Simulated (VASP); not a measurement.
Output of a VASP run:

OSZICAR:
```
       N       E                     dE             d eps       ncg     rms          rms(c)
DAV:   1     0.707384358909E+02    0.70738E+02   -0.97147E+03  1728   0.105E+03
DAV:   2    -0.627662305824E+01   -0.77015E+02   -0.76122E+02  2109   0.236E+02
DAV:   3    -0.131400960815E+02   -0.68635E+01   -0.68229E+01  3142   0.423E+01
DAV:   4    -0.132775005720E+02   -0.13740E+00   -0.13657E+00  1906   0.676E+00
DAV:   5    -0.132818303301E+02   -0.43298E-02   -0.43264E-02  2411   0.901E-01    0.312E+01
DAV:   6    -0.129133687776E+02    0.36846E+00   -0.47864E-01  1680   0.485E+00    0.194E+01
DAV:   7    -0.128410645432E+02    0.72304E-01   -0.92978E-01  2041   0.623E+00    0.181E+00
DAV:   8    -0.128307151260E+02    0.10349E-01   -0.18774E-01  2037   0.276E+00    0.148E+00
DAV:   9    -0.128295018367E+02    0.12133E-02   -0.34705E-03  2561   0.410E-01    0.315E-01
DAV:  10    -0.128296172973E+02   -0.11546E-03   -0.23236E-03  1750   0.481E-01    0.495E-01
DAV:  11    -0.128294995591E+02    0.11774E-03   -0.23803E-04  1860   0.150E-01    0.354E-02
DAV:  12    -0.128294972297E+02    0.23294E-05   -0.28661E-05  1978   0.500E-02    0.228E-02
DAV:  13    -0.128294985758E+02   -0.13461E-05   -0.57036E-06  1862   0.247E-02    0.103E-03
DAV:  14    -0.128294985967E+02   -0.20946E-07   -0.10775E-07  1064   0.217E-03
   1 F= -.12829499E+02 E0= -.12830392E+02  d E =0.268080E-02
```

OUTCAR:
```
------------------------ aborting loop because EDIFF is reached ----------------------------------------
  FORCE on cell =-STRESS in cart. coord.  units (eV):
  Direction    XX          YY          ZZ          XY          YZ          ZX
  --------------------------------------------------------------------------------------
  Total       -1.0115897     -1.0115900     -1.4068141      0.0000000      0.0000000      0.0000000
  in kB      -23.1016729    -23.1016789    -32.1274118      0.0000000      0.0000000      0.0000000
  external PRESSURE =     -26.1102545 kB  Pullay stress =       0.0000000 kB
  volume of cell :       70.16
      direct lattice vectors                 reciprocal lattice vectors
     1.861500000 -3.224213000  0.000000000     0.268600591 -0.155076603  0.000000000
     1.861500000  3.224213000  0.000000000     0.268600591  0.155076603  0.000000000
     0.000000000  0.000000000  5.844600000     0.000000000  0.000000000  0.171098108
 POSITION                                       TOTAL-FORCE (eV/Angst)
 -----------------------------------------------------------------------------------
      1.86150      1.07474      1.46115         0.000000      0.000000      0.000000
      1.86150     -1.07474      4.38345        -0.000000     -0.000000      0.000000
 -----------------------------------------------------------------------------------
    total drift:                               -0.000072      0.000530     -0.000010
  FREE ENERGIE OF THE ION-ELECTRON SYSTEM (eV)
  ---------------------------------------------------
  free  energy   TOTEN  =       -12.8294985967 eV

  energy  without entropy=      -12.8321793998  energy(sigma->0) =      -12.83039220
```
(Selected blocks of OUTCAR.)

**POSCAR**
```
Y
1
    1.8615000000    -3.2242130000     0.0000000000
    1.8615000000     3.2242130000     0.0000000000
    0.0000000000     0.0000000000     5.8446000000
Y
2
Direct
  0.3333330000   0.6666670000   0.2500000000
  0.6666670000   0.3333330000   0.7500000000
```

Question: Reconstruct the remaining input files.

Answer: This is not unique; one that fits is the input of the run itself, PBE GGA, plane waves, VASP's PBE PAW potentials (set 64).

KPOINTS:
```
Automatic
0
gamma
  10 10 6
0 0 0
```

**INCAR**
```
SYSTEM  =  Y
PREC  =  Accurate; ENCUT  =  350; LREAL  =  .FALSE.
LASPH  =  .TRUE.
EDIFF  =  1E-6; NELM  =  100; ALGO  =  Normal
LMAXMIX  =  4
ISMEAR  =  1; SIGMA  =  0.1
GGA  =  PE
ISIF  =  2
LWAVE  =  .FALSE.; LCHARG  =  .FALSE.
```

POTCAR, in this order: Y_sv (PBE.64 set). Program: vasp_std.

The compound is Y in the hcp structure. The cell was not relaxed at this level. The run is one of a series of settings (ENCUT = 350 against the base run), some of them coarse on purpose.
